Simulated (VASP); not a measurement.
# Cr3Ir2: core-level shifts, part 2 of 5

Wanted: the chemical shifts that photoemission would resolve in Cr3Ir2.

VASP 6.6.1, plane waves and PAW; the level of theory is named at each step.

So far: Starting point; Relaxation.

**2. Relaxation (continued)**

Level of this step: PBE, spin-polarised from a ferromagnetic start; plane waves and PAW (Cr_pv, Ir) (VASP).

From OUTCAR (step 2):

```text
ion  position               nearest neighbor table
   1  0.000  0.000  0.683-   3 2.47   3 2.47   4 2.47   4 2.47  16 2.47  15 2.47   2 2.85   2 2.85
                            13 2.85  14 2.85
   2  0.500  0.000  0.683-   4 2.47   3 2.47   4 2.47   3 2.47  16 2.47  15 2.47   1 2.85   1 2.85
                            14 2.85  13 2.85
   3  0.000  0.500  0.683-   1 2.47   1 2.47   2 2.47   2 2.47  14 2.47  13 2.47   4 2.85   4 2.85
                            15 2.85  16 2.85
   4  0.500  0.500  0.683-   2 2.47   1 2.47   2 2.47   1 2.47  14 2.47  13 2.47   3 2.85   3 2.85
                            16 2.85  15 2.85
   5  0.000  0.000  0.500-  15 2.47  16 2.47  19 2.47  20 2.47   7 2.47   7 2.47   8 2.47   8 2.47
                            17 2.85  14 2.85  18 2.85  13 2.85   6 2.85   6 2.85
   6  0.500  0.000  0.500-  15 2.47  16 2.47  19 2.47  20 2.47   8 2.47   7 2.47   8 2.47   7 2.47
                            18 2.85  13 2.85  17 2.85  14 2.85   5 2.85   5 2.85
   7  0.000  0.500  0.500-  13 2.47  14 2.47  17 2.47  18 2.47   5 2.47   5 2.47   6 2.47   6 2.47
                            19 2.85  16 2.85  20 2.85  15 2.85   8 2.85   8 2.85
   8  0.500  0.500  0.500-  13 2.47  14 2.47  17 2.47  18 2.47   6 2.47   5 2.47   6 2.47   5 2.47
                            20 2.85  15 2.85  19 2.85  16 2.85   7 2.85   7 2.85
   9  0.000  0.000  0.317-  11 2.47  11 2.47  12 2.47  12 2.47  20 2.47  19 2.47  10 2.85  10 2.85
                            17 2.85  18 2.85
  10  0.500  0.000  0.317-  12 2.47  11 2.47  12 2.47  11 2.47  20 2.47  19 2.47   9 2.85   9 2.85
                            18 2.85  17 2.85
  11  0.000  0.500  0.317-   9 2.47   9 2.47  10 2.47  10 2.47  18 2.47  17 2.47  12 2.85  12 2.85
                            19 2.85  20 2.85
  12  0.500  0.500  0.317-  10 2.47   9 2.47  10 2.47   9 2.47  18 2.47  17 2.47  11 2.85  11 2.85
                            20 2.85  19 2.85
  13  0.750  0.500  0.591-   7 2.47   8 2.47  15 2.47  15 2.47  16 2.47  16 2.47   3 2.47   4 2.47
                             5 2.85   6 2.85  14 2.85  14 2.85   1 2.85   2 2.85
  14  0.250  0.500  0.591-   7 2.47   8 2.47  16 2.47  15 2.47  16 2.47  15 2.47   3 2.47   4 2.47
                             6 2.85   5 2.85  13 2.85  13 2.85   2 2.85   1 2.85
  15  0.750  0.000  0.591-   5 2.47   6 2.47  13 2.47  13 2.47  14 2.47  14 2.47   1 2.47   2 2.47
                             7 2.85   8 2.85  16 2.85  16 2.85   3 2.85   4 2.85
  16  0.250  0.000  0.591-   5 2.47   6 2.47  14 2.47  13 2.47  14 2.47  13 2.47   1 2.47   2 2.47
                             8 2.85   7 2.85  15 2.85  15 2.85   4 2.85   3 2.85
  17  0.750  0.500  0.409-   7 2.47   8 2.47  19 2.47  19 2.47  20 2.47  20 2.47  11 2.47  12 2.47
                             5 2.85   6 2.85  18 2.85  18 2.85  10 2.85   9 2.85
  18  0.250  0.500  0.409-   7 2.47   8 2.47  20 2.47  19 2.47  20 2.47  19 2.47  11 2.47  12 2.47
                             6 2.85   5 2.85  17 2.85  17 2.85   9 2.85  10 2.85
  19  0.750  0.000  0.409-   5 2.47   6 2.47  17 2.47  17 2.47  18 2.47  18 2.47   9 2.47  10 2.47
                             7 2.85   8 2.85  20 2.85  20 2.85  12 2.85  11 2.85
  20  0.250  0.000  0.409-   5 2.47   6 2.47  18 2.47  17 2.47  18 2.47  17 2.47   9 2.47  10 2.47
                             8 2.85   7 2.85  19 2.85  19 2.85  11 2.85  12 2.85

  LATTYP: Found a base centered orthorhombic cell.
 ALAT       =     5.7000000000
 B/A-ratio  =     1.4142135624
 C/A-ratio  =     3.8703539132

 Subroutine GETGRP returns: Found  8 space group operations
 (whereof  8 operations were pure point group operations)

The static configuration has the point symmetry D_2h.

 Found      9 irreducible k-points:

   k-points           NKPTS =      9   k-points in BZ     NKDIM =      9   number of bands    NBANDS=    143

   dimension x,y,z NGX =    28 NGY =   24 NGZ =   98
   dimension x,y,z NGXF=    56 NGYF=   48 NGZF=  196

   ENCUT  =  330.0 eV  24.25 Ry    4.92 a.u.   8.44  7.31 32.68*2*pi/ulx,y,z

   NELECT =     216.0000    total number of electrons

 k-points in reciprocal lattice and weights: Automatic mesh
   0.00000000  0.00000000  0.00000000       0.040
   0.20000000  0.00000000  0.00000000       0.160
   0.40000000  0.00000000  0.00000000       0.160
   0.00000000  0.20000000  0.00000000       0.080
   0.40000000  0.20000000  0.00000000       0.080
  -0.40000000  0.20000000  0.00000000       0.160
  -0.20000000  0.20000000  0.00000000       0.160
   0.00000000  0.40000000  0.00000000       0.080
  -0.20000000  0.40000000  0.00000000       0.080

 average (electrostatic) potential at core
       1 -73.8792       2 -73.8792       3 -73.8792       4 -73.8792       5 -74.1074
       6 -74.1074       7 -74.1074       8 -74.1074       9 -73.8792      10 -73.8792
      11 -73.8792      12 -73.8792      13 -56.2415      14 -56.2415      15 -56.2415
      16 -56.2415      17 -56.2415      18 -56.2415      19 -56.2415      20 -56.2415

 E-fermi :   2.8150

 spin component 1
 k-point     1 :       0.0000    0.0000    0.0000
  band No.  band energies     occupation
    ...
     98       2.5718      0.99971
     99       2.5718      0.99971
    100       2.7018      0.94524
    101       2.7080      0.93489
    102       2.7080      0.93487
    103       2.9067      0.09738
    104       2.9770      0.01097
    105       2.9820      0.00908
    106       3.0062      0.00343
    107       3.2532      0.00000
    ...

 k-point     2 :       0.2000    0.0000    0.0000
  band No.  band energies     occupation
    ...
    100       2.5418      0.99994
    101       2.6085      0.99825
    102       2.6720      0.97847
    103       2.7357      0.86908
    104       2.7741      0.71853
    105       2.9523      0.02612
    106       3.0012      0.00423
    107       3.0080      0.00317
    108       3.0789      0.00009
    109       3.1491      0.00000
    ...

 k-point     3 :       0.4000    0.0000    0.0000
  band No.  band energies     occupation
    ...
    106       2.5985      0.99890
    107       2.6671      0.98174
    108       2.6784      0.97335
    109       2.7002      0.94772
    110       2.7363      0.86717
    111       2.8344      0.39213
    112       2.9035      0.10537
    113       2.9444      0.03360
    114       2.9842      0.00835
    115       3.0765      0.00011
    ...

 k-point     4 :       0.0000    0.2000    0.0000
  band No.  band energies     occupation
    ...
     99       2.4073      1.00000
    100       2.4408      1.00000
    101       2.4845      1.00000
    102       2.7461      0.83514
    103       2.7461      0.83506
    104       2.9075      0.09531
    105       2.9631      0.01810
    106       3.2351      0.00000
    107       3.2352      0.00000
    108       3.2500      0.00000
    ...

 k-point     5 :       0.4000    0.2000    0.0000
  band No.  band energies     occupation
    ...
    103       2.6306      0.99545
    104       2.6306      0.99545
    105       2.6415      0.99293
    106       2.7602      0.78086
    107       2.7978      0.59596
    108       2.9326      0.04821
    109       2.9625      0.01851
    110       2.9625      0.01850
    111       3.0126      0.00260
    112       3.0126      0.00260
    ...

 k-point     6 :      -0.4000    0.2000    0.0000
  band No.  band energies     occupation
    ...
    107       2.6421      0.99275
    108       2.6441      0.99217
    109       2.7097      0.93179
    110       2.7593      0.78474
    111       2.7768      0.70572
    112       2.8400      0.36192
    113       2.9223      0.06468
    114       2.9318      0.04924
    115       2.9984      0.00476
    116       3.0205      0.00183
    ...

  energy-cutoff  :      330.00
  volume of cell :      506.83
      direct lattice vectors                 reciprocal lattice vectors
     5.700000000  0.000000000  0.000000000     0.175438596 -0.124053821  0.000000000
     2.850000000  4.030508653  0.000000000     0.000000000  0.248107643  0.000000000
     0.000000000  0.000000000 22.061017305     0.000000000  0.000000000  0.045328825

 POSITION                                       TOTAL-FORCE (eV/Angst)
 -----------------------------------------------------------------------------------
      0.00000      0.00000     15.41352         0.000000      0.000000      0.026312
      2.85000      0.00000     15.41352        -0.000000     -0.000000      0.026312
      1.42500      2.01525     15.41352         0.000000      0.000000      0.026312
      4.27500      2.01525     15.41352        -0.000000     -0.000000      0.026312
      0.00000      0.00000     11.03051         0.000000      0.000000     -0.000000
      2.85000      0.00000     11.03051         0.000000      0.000000     -0.000000
      1.42500      2.01525     11.03051         0.000000      0.000000     -0.000000
      4.27500      2.01525     11.03051         0.000000      0.000000     -0.000000
      0.00000      0.00000      6.64750         0.000000     -0.000000     -0.026312
      2.85000      0.00000      6.64750         0.000000     -0.000000     -0.026312
      1.42500      2.01525      6.64750        -0.000000     -0.000000     -0.026312
      4.27500      2.01525      6.64750        -0.000000      0.000000     -0.026312
      5.70000      2.01525     13.24245         0.000000      0.000000     -0.021787
      2.85000      2.01525     13.24245         0.000000      0.000000     -0.021787
      4.27500      0.00000     13.24245         0.000000      0.000000     -0.021787
      1.42500      0.00000     13.24245         0.000000      0.000000     -0.021787
      5.70000      2.01525      8.81857         0.000000      0.000000      0.021787
      2.85000      2.01525      8.81857         0.000000      0.000000      0.021787
      4.27500      0.00000      8.81857         0.000000      0.000000      0.021787
      1.42500      0.00000      8.81857         0.000000      0.000000      0.021787
 -----------------------------------------------------------------------------------
    total drift:                                0.000000      0.000000      0.000000

  FREE ENERGIE OF THE ION-ELECTRON SYSTEM (eV)
  ---------------------------------------------------
  free  energy   TOTEN  =      -167.7650949230 eV

  energy  without entropy=     -167.6225112764  energy(sigma->0) =     -167.69380310

 reached required accuracy - stopping structural energy minimisation

 total charge
# of ion       s       p       d       tot
------------------------------------------
    1        0.395   6.271   4.155  10.821
    2        0.395   6.271   4.155  10.821
    3        0.395   6.271   4.155  10.821
    4        0.395   6.271   4.155  10.821
    5        0.385   6.336   4.211  10.931
    6        0.385   6.336   4.211  10.931
    7        0.385   6.336   4.211  10.931
    8        0.385   6.336   4.211  10.931
    9        0.395   6.271   4.155  10.821
   10        0.395   6.271   4.155  10.821
   11        0.395   6.271   4.155  10.821
   12        0.395   6.271   4.155  10.821
   13        0.774   0.849   7.152   8.776
   14        0.774   0.849   7.152   8.776
   15        0.774   0.849   7.152   8.776
   16        0.774   0.849   7.152   8.776
   17        0.774   0.849   7.152   8.776
   18        0.774   0.849   7.152   8.776
   19        0.774   0.849   7.152   8.776
   20        0.774   0.849   7.152   8.776
--------------------------------------------------
tot         10.889  82.310 107.298 200.497

 magnetization (x)
# of ion       s       p       d       tot
------------------------------------------
    1       -0.000  -0.000  -0.000  -0.000
    2       -0.000  -0.000  -0.000  -0.000
    3       -0.000  -0.000  -0.000  -0.000
    4       -0.000  -0.000  -0.000  -0.000
    5       -0.000  -0.000  -0.000  -0.000
    6       -0.000  -0.000  -0.000  -0.000
    7       -0.000  -0.000  -0.000  -0.000
    8       -0.000  -0.000  -0.000  -0.000
    9       -0.000  -0.000  -0.000  -0.000
   10       -0.000  -0.000  -0.000  -0.000
   11       -0.000  -0.000  -0.000  -0.000
   12       -0.000  -0.000  -0.000  -0.000
   13        0.000  -0.000   0.000   0.000
   14        0.000  -0.000   0.000   0.000
   15        0.000  -0.000   0.000   0.000
   16        0.000  -0.000   0.000   0.000
   17        0.000  -0.000   0.000   0.000
   18        0.000  -0.000   0.000   0.000
   19        0.000  -0.000   0.000   0.000
   20        0.000  -0.000   0.000   0.000
--------------------------------------------------
tot         -0.000  -0.000  -0.000  -0.000

[... 6 further parts left out ...]
```

CONTCAR:

```
Cr3Ir2
   1.00000000000000
     5.7000000000000002    0.0000000000000000    0.0000000000000000
     2.8500000000000001    4.0305086528000000    0.0000000000000000
     0.0000000000000000    0.0000000000000000   22.0610173054999983
  Cr              Ir
    12     8
Selective dynamics
Direct
     0.0000000000000000    0.0000000000000000    0.6986765664975815   T   T   T
     0.5000000000000000    0.0000000000000000    0.6986765664975815   T   T   T
     0.0000000000000000    0.5000000000000000    0.6986765664975815   T   T   T
     0.5000000000000000    0.5000000000000000    0.6986765664975815   T   T   T
     0.0000000000000000    0.0000000000000000    0.5000000000000000   F   F   F
     0.5000000000000000    0.0000000000000000    0.5000000000000000   F   F   F
     0.0000000000000000    0.5000000000000000    0.5000000000000000   F   F   F
     0.5000000000000000    0.5000000000000000    0.5000000000000000   F   F   F
     0.0000000000000000    0.0000000000000000    0.3013234335024185   T   T   T
     0.5000000000000000    0.0000000000000000    0.3013234335024185   T   T   T
     0.0000000000000000    0.5000000000000000    0.3013234335024185   T   T   T
     0.5000000000000000    0.5000000000000000    0.3013234335024185   T   T   T
     0.7500000000000000    0.5000000000000000    0.6002647364255890   T   T   T
     0.2500000000000000    0.5000000000000000    0.6002647364255890   T   T   T
     0.7500000000000000    0.0000000000000000    0.6002647364255890   T   T   T
     0.2500000000000000    0.0000000000000000    0.6002647364255890   T   T   T
     0.7500000000000000    0.5000000000000000    0.3997352635744111   T   T   T
     0.2500000000000000    0.5000000000000000    0.3997352635744111   T   T   T
     0.7500000000000000    0.0000000000000000    0.3997352635744111   T   T   T
     0.2500000000000000    0.0000000000000000    0.3997352635744111   T   T   T
```

The moments of the start collapse, so the state is non-magnetic; other starts or orders were not tried. LASPH is off, so gradient terms of the non-spherical density inside the spheres are left out; for open d or f shells this can shift gaps and moments. The run keeps the 8 symmetry operations of its start, so it cannot find a distortion of lower symmetry.

Step by step:

```tsv
step	energy less that of the first step (eV)	largest force (eV/Å)
1	0.0000	1.5328
2	-0.9004	0.9881
3	-1.8051	1.1516
4	-1.8437	1.1656
5	-2.3606	0.2607
6	-2.3857	0.1100
7	-2.3907	0.0263
```

The atoms that moved most (Å):

```tsv
atom	dx	dy	dz	length
Cr1	0.000	0.000	0.352	0.352
Cr12	0.000	0.000	-0.352	0.352
Cr11	0.000	0.000	-0.352	0.352
Cr9	0.000	0.000	-0.352	0.352
Cr10	0.000	0.000	-0.352	0.352
Cr4	0.000	0.000	0.352	0.352
Cr3	0.000	0.000	0.352	0.352
Cr2	0.000	0.000	0.352	0.352
```

The relaxed structure:

```
Cr Ir
1.0
     5.70000    0.00000    0.00000
     2.85000    4.03051    0.00000
     0.00000    0.00000   22.06102
Cr Ir
12 8
Direct
  0.00000 0.00000 0.69868
  0.50000 0.00000 0.69868
  0.00000 0.50000 0.69868
  0.50000 0.50000 0.69868
  0.00000 0.00000 0.50000
  0.50000 0.00000 0.50000
  0.00000 0.50000 0.50000
  0.50000 0.50000 0.50000
  0.00000 0.00000 0.30132
  0.50000 0.00000 0.30132
  0.00000 0.50000 0.30132
  0.50000 0.50000 0.30132
  0.75000 0.50000 0.60026
  0.25000 0.50000 0.60026
  0.75000 0.00000 0.60026
  0.25000 0.00000 0.60026
  0.75000 0.50000 0.39974
  0.25000 0.50000 0.39974
  0.75000 0.00000 0.39974
  0.25000 0.00000 0.39974
```

This step gave:

```
free energy (TOTEN)                               : -167.7651 eV
energy at zero smearing                           : -167.6938 eV
Fermi energy                                      : 2.815 eV
moment of the cell, from the last line of the log : 0 μB
```

The spin moment in the PAW sphere vanishes on all atoms.

The forces on the free atoms are under 0.05 eV/Å.

(Continued in part 3 of 5.)

[Lines on the potential files, build, host, timing and source positions are cut from VASP's logs without a mark.]

[Logs are printed without paths, hosts, clocks, repeated set-up lines and the standing remarks that a program may print on its own settings, such as how far it seeks lower states.]

[Hosts, paths, dates, database ids (printed as entryN), source tags and the programs' standing remarks are cut or masked in the printed files.]
